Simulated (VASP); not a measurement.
Energy against volume of CoSi₂ (fluorite). These are r2SCAN+rVV10, VASP's PBE PAW potentials (set 64) (plane waves; VASP) values and carry that method's errors. Settings: 520 eV cut-off, 10×10×10 Γ-centred mesh, first-order Methfessel-Paxton smearing of 0.10 eV, potentials Co Si.

```
V (Å³/atom)  E (eV/atom)
-----------  -----------
12.085         -10.56455
12.458         -10.57187
12.832         -10.56507
13.206         -10.54632
```

**Question.** Fit these four points and predict the energy of the run at 11.711 Å³/atom.

**Answer.** A cubic in V^(−2/3), the third-order Birch-Murnaghan form, passes through the four points with V0 = 12.45 Å³/atom and B0 = 202 GPa, and gives -10.5404 eV/atom there. The run gave -10.5406 eV/atom, -0.2 meV/atom from the fit; all five points give B0 = 201 GPa.

The compound is CoSi2 in the fluorite structure. It was relaxed first. The run is not spin-polarised, so no magnetic state was tried.
